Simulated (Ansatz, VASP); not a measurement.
# BAs in two plane-wave programs

Wanted: the spread between two codes on one cell, functional and k mesh. The cell is taken from a series of runs on this material, whose earlier steps may have relaxed, scaled, displaced or heated it; both programs get it as it stands.

Method: plane waves, with VASP 6.6.1 beside it; zone-centre phonons at r2SCAN, in Ansatz 0.2.0.

**1. Starting point**

It takes space group F-43m (No. 216, cubic). Conventional cell: a = 4.783 Å, b = 4.783 Å, c = 4.783 Å, α = 90.00°, β = 90.00°, γ = 90.00°. Nearest to B lie 4 As at 2.07 Å. Nearest to As lie 4 B at 2.07 Å. Farther neighbours are not listed.

**2. Ansatz: zone-centre phonons, r2SCAN**

Ansatz runs on its PAW soft_1 files.

Second derivatives magnify differences that forces hide, and they need a tight electronic threshold.

Input file input.yaml:

```yaml
crystal:
  lattice:
    - [0.0, 2.3912600749, 2.3912600749]
    - [2.3912600749, 0.0, 2.3912600749]
    - [2.3912600749, 2.3912600749, 0.0]
  atoms:
    - { symbol: B, position: [0.0, 0.0, 0.0] }
    - { symbol: As, position: [0.25, 0.25, 0.25] }
kpoints:
  mp_grid: { grid: [12, 12, 12] }
hamiltonian:
  xc: r2scan
  pseudopotentials: { kind: paw, azcp: { folder: soft_1 } }
scf:
  occupations: { method: fixed }
  lower_state_search: "off"
output:
  eigenvalues: true
phonons:
  method: fd
  dielectric: true
  qmesh: [6, 6, 6]
  temperatures: { t_max: 1000, t_step: 50 }
  qpath:
    path:
      - [[0.0, 0.0, 0.0], [0.5, 0.0, 0.5], [0.5, 0.25, 0.75], [0.375, 0.375, 0.75], [0.0, 0.0, 0.0], [0.5, 0.5, 0.5], [0.625, 0.25, 0.625], [0.5, 0.25, 0.75], [0.5, 0.5, 0.5], [0.375, 0.375, 0.75]]
      - [[0.625, 0.25, 0.625], [0.5, 0.0, 0.5]]
    npoints: 10
  third_order: { supercell: [3, 3, 3], pair_cutoff: 4.115 }
  lattice_thermal_conductivity:
    qmesh: [23, 23, 23]
    temperatures: [100.0, 150.0, 200.0, 300.0, 400.0, 500.0, 600.0, 800.0]
    isotope_mass_variance: [{ species: As, variance: 0.0 }, { species: B, variance: 0.001354 }]
    solution: relaxation_time
```

Started as:

```console
ansatz run input.yaml --threads 18 --pin off --max-ram 92160MiB --backend cuda --events-out ev --progress --plain --runs-dir out --max-vram 78GiB
```

Numbers of over 12 decimals in the logs are rounded to 6 here.

Log:

```text
Warning: phonons: the dynamical matrix that this run interpolates holds no multipole term above the dipole-dipole one, and a site of this crystal is no centre of inversion, so its interpolated transverse optical and acoustic branches and sound speeds can stay off near Gamma, and the density of states and the thermodynamics with them. What a run solves at a wave vector of phonons.qpoints, Gamma apart, where the deck admits one, is free of this, and under fd what a larger phonons.supercell samples
Warning: phonons.dielectric: true without phonons.rigid_motions: the static dielectric tensor ε⁰ will be withheld (ε∞, Z* and the rows of modes are given); for a crystal or a slab, whose only rigid motions are the translations, set phonons.rigid_motions: translations
Engine: ansatz 0.2.0, aarch64-unknown-linux-gnu
Pseudopotentials: kind: paw
Pseudopotential: B, paw, valence charge 3, recommended cutoff 500 eV (meta_gga), soft_1/B.paw.azcp
Pseudopotential: As, paw, valence charge 15, recommended cutoff 500 eV (meta_gga), soft_1/As.paw.azcp
Functional definition: r2SCAN
  parameter k0 = 0.174
  parameter k1 = 0.065
  parameter a1 = 4.9479
  exchange = r2scan_x(k0 = k0, k1 = k1, a1 = a1)
  correlation = r2scan_c
[...]
Crystal: 12 atoms, lattice volume = 164.082 Å³
Basis set: ecut = 500 eV, 4217 PW (Γ), FFT grids on a1, a1+a2, 2a1+a3, exchange–correlation on 225×225×225 points (125 copies of the dense FFT grid, shifted against one another)
Bands: 66, of which v1, the nominal top of the filled ones, is band 54 counted from 1 (53 counted from 0)
Symmetry: 12 space group operations
k-points: 94 of 288 (time reversal used)
Non-local potential: B, projectors of the file, l = 0: 2, l = 1: 2, l = 2: 1
Non-local potential: As, projectors of the file, l = 0: 2, l = 1: 2, l = 2: 3, l = 3: 1
PAW form: soft (Blöchl's): semilocal exchange-correlation on the pseudo side does not see the compensation charge
PAW frozen core: B, regenerated for the run's functional (the file was generated under x = pbe(κ = 0.804, μ = 0.219515), c = pbe(β = 0.066725))
PAW frozen core: As, regenerated for the run's functional (the file was generated under x = pbe(κ = 0.804, μ = 0.219515), c = pbe(β = 0.066725))
PAW one-centre angular grid: B, 302 points (default); XC on 223 of its mesh's 2233 points in the sphere
PAW one-centre angular grid: As, 590 points (default); XC on 160 Gauss nodes
Initial density: handed on by an earlier stage of this run
Initial wavefunctions: those handed on with the density
[...]
Functional: x = r2scan, c = r2scan; τ floored in thin density (d = 2e-4 eV/Å³)
SCF iter   1: F=-30128.139207 eV  HF=-30128.139207 eV  |F-HF|=3.64e-12  |Δ(HF+E_count)|=         —  Δρ=3.29e-8  dr2=9.14e-13  dr2_τ=2.33e-14  ethr=1.00e-12  ⟨swp⟩=3.0  Hψ=15982  notcnv=0
preconditioner: auto → Resta (q_TF=auto, 2.545 Å⁻¹)  ε∞=4.3  [insulator: Δε(μ)=1.383 eV  Ē_g=11.131 eV  n_scr=44 (ndim 8)  ℏωp=20.1 eV  f_vac=0.002  ε∞_Penn≈4.3]
SCF iter   2: F=-30128.139207 eV  HF=-30128.139207 eV  |F-HF|=3.64e-12  |Δ(HF+E_count)|=    0.00e0  Δρ=2.00e-8  dr2=3.36e-13  dr2_τ=6.20e-15  ethr=1.00e-12  ⟨swp⟩=3.0  Hψ=16697  notcnv=0
SCF 1 converged in 2 iterations: F = -30128.139207 eV  dr2 = 3.36e-13
  greatest PAW one-centre occupation: 0.999 electrons in one spin orbital (limit 2), on the As atom at site 11 (counted from 0), in its partial waves of l = 2
[...]
iter 1 solved again at ethr=1.00e-12 eV; its pass at ethr=3.10e-3 eV (dr2=6.33e-13 eV) is discarded
[...]
SCF iter   2: F=-30128.139207 eV  HF=-30128.139207 eV  |F-HF|=7.28e-12  |Δ(HF+E_count)|=  1.46e-11  Δρ=1.22e-8  dr2=1.30e-13  dr2_τ=2.52e-15  ethr=1.00e-12  ⟨swp⟩=3.0  Hψ=15216  notcnv=0
SCF 2 converged in 2 iterations: F = -30128.139207 eV  dr2 = 1.30e-13
[...]
Crystal: 2 atoms, lattice volume = 27.347 Å³
Basis set: ecut = 500 eV, 725 PW (Γ), exchange–correlation on 100×100×100 points (64 copies of the dense FFT grid, shifted against one another)
Bands: 13, of which v1, the nominal top of the filled ones, is band 9 counted from 1 (8 counted from 0)
Symmetry: 24 space group operations
k-points: 280 of 1728 (irreducible under 4 space group operations, time reversal used)
[...]
SCF 3 converged in 2 iterations: F = -5021.356535 eV  dr2 = 1.80e-13
[...]
symmetry images taken by strict's conditions (phonons.symmetry_images: auto; settled by no image being taken that strict refuses)
  supercell 9 (6 cells, vectors [1, 0, 0], [0, 1, -1], [0, 0, 6] in multiples of the cell's): 3 displaced members by 0.0025 Å; free energy -30128.139207 eV; taken off its force constants: by the sum rule 3.1e-4, by the symmetrisation 3.2e-5 eV/Å²; Γ matrix within 3.0e-4 eV/Å² of supercell 1's
  symmetry images taken by strict's conditions (phonons.symmetry_images: auto; settled by no image being taken that strict refuses)
  supercell 10 (6 cells, vectors [1, 0, 0], [0, 1, 0], [0, 0, 6] in multiples of the cell's): 4 displaced members by 0.0025 Å; free energy -30128.139207 eV; taken off its force constants: by the sum rule 1.3e-4, by the symmetrisation 1.0e-4 eV/Å²; Γ matrix within 7.9e-5 eV/Å² of supercell 1's
  symmetry images taken by strict's conditions (phonons.symmetry_images: auto; settled by no image being taken that strict refuses)
  q = [0.0000, 0.0000, 0.0000] (star 1, supercell 1; hermiticity 1.75e-16, symmetrization 5.18e-7): -0.00 -0.00 0.00 697.43 697.43 697.43
  q = [0.0000, 0.0000, 0.1667] (star 8, supercell 10; hermiticity 1.95e-16, symmetrization 4.87e-16): 87.61 87.61 158.01 685.37 685.37 701.63
  q = [0.0000, 0.0000, 0.3333] (star 8, supercell 2; hermiticity 1.76e-16, symmetrization 4.69e-6): 132.83 132.83 272.51 672.40 672.40 705.49
  q = [0.0000, 0.0000, -0.5000] (star 4, supercell 1; hermiticity 9.89e-17, symmetrization 5.56e-6): 144.50 144.50 313.27 669.04 669.04 707.41
  q = [0.0000, 0.1667, 0.1667] (star 6, supercell 9; hermiticity 3.02e-16, symmetrization 3.88e-16): 115.20 115.20 164.96 671.83 671.83 708.64
  q = [0.0000, 0.1667, 0.3333] (star 24, supercell 3; hermiticity 5.24e-16, symmetrization 3.32e-16): 152.34 173.14 242.95 654.93 656.87 708.44
  q = [0.0000, 0.1667, -0.5000] (star 24, supercell 2; hermiticity 2.96e-16, symmetrization 1.85e-16): 167.24 199.69 295.17 646.31 652.38 705.15
  q = [0.0000, 0.1667, -0.3333] (star 24, supercell 4; hermiticity 1.30e-16, symmetrization 1.83e-16): 162.71 197.72 281.63 649.67 655.91 700.96
  q = [0.0000, 0.1667, -0.1667] (star 12, supercell 7; hermiticity 4.12e-16, symmetrization 2.47e-16): 130.68 164.38 212.36 665.04 671.12 697.70
  q = [0.0000, 0.3333, 0.3333] (star 6, supercell 4; hermiticity 2.73e-16, symmetrization 4.63e-6): 180.79 180.79 282.42 638.75 638.75 727.74
  q = [0.0000, 0.3333, -0.5000] (star 24, supercell 5; hermiticity 1.50e-16, symmetrization 4.95e-16): 192.35 226.40 298.82 628.03 632.99 720.87
  q = [0.0000, 0.3333, -0.3333] (star 12, supercell 1; hermiticity 2.56e-16, symmetrization 5.31e-6): 188.45 265.77 272.49 627.91 637.89 707.63
  q = [0.0000, -0.5000, -0.5000] (star 3, supercell 2; hermiticity 1.09e-16, symmetrization 5.37e-6): 199.55 199.55 323.36 627.29 627.29 737.61
  q = [0.1667, 0.3333, -0.5000] (star 24, supercell 6; hermiticity 2.22e-16, symmetrization 2.37e-17): 194.13 218.43 269.32 637.24 641.30 705.66
  q = [0.1667, 0.3333, -0.3333] (star 24, supercell 1; hermiticity 1.75e-16, symmetrization 3.51e-16): 206.40 244.51 280.77 628.73 635.45 703.34
  q = [0.1667, -0.5000, -0.3333] (star 12, supercell 8; hermiticity 1.37e-16, symmetrization 9.70e-17): 222.93 235.83 293.46 623.49 627.42 711.41
  joined force constants: q→R imaginary residual 3.81e-19
  density of states and harmonic sums: on the 24×24×24 q-mesh, interpolated from the force constants of a 6×6×6 supercell (with the dipole–dipole term)
  largest difference from the sums on the solved wave vectors: F 3.31e-3 eV, S 4.49e-6 and C_V 1.18e-6 eV/K
  zero-point energy: 0.163640 eV/cell   skipped modes (ω ≤ 0): 3   left out of the sums: 3.62e-5 of the cell's modes: C_V's classical limit lies that fraction below 3 k_B per atom; for a crystal, a wire or a layer, F and S can be off by more, and a phonons.interpolated_qmesh denser along its periods is the remedy for the sampling
--- Third-order force constants: 101 member SCFs in a 3×3×3 supercell (pair cutoff 4.115 Å, amplitude 0.03 Å, SCF threshold 1.00e-9 eV, Σ member SCF iterations 711) ---
  symmetry images taken by strict's conditions (phonons.symmetry_images: auto; settled by no image being taken that strict refuses)
  sum-rule residual: 5.934e-1 → 2.771e-14 eV/Å³; symmetrization residual: 1.843e-2 eV/Å³; largest sum-rule correction relative to its orbit: 3.280e-1, on the orbit of the block of home site 0 with site 1 of cell (-1, -1, 0) and site 1 of cell (-1, -1, 0), whose norm before the correction was 3.737e-1 eV/Å³
--- Lattice thermal conductivity: 23×23×23 mesh (364 irreducible points), tetrahedron method ---
  three-phonon and isotope scattering only; four-phonon, boundary and, in a metal, phonon-electron scattering are left out
  each conductivity is what the modes' populations carry and what the coherences between them add
  conductivity (a third of the tensor's trace), W/(m K), in the relaxation-time approximation:
       T (K)   relaxation time
      100.00         3175.8169
      150.00         2715.9862
      200.00         2336.0100
      300.00         1789.6901
      400.00         1439.2516
      500.00         1200.6992
      600.00         1029.0191
      800.00          799.4161
```

(Part 1 of 2 ends here.)

[Lines on the potential files, build, host, timing and source positions are cut from VASP's logs without a mark.]

[Logs are printed without paths, hosts, clocks, repeated set-up lines and the standing remarks that a program may print on its own settings, such as how far it seeks lower states.]

[Hosts, paths, dates, database ids (printed as entryN), source tags and the programs' standing remarks are cut or masked in the printed files.]
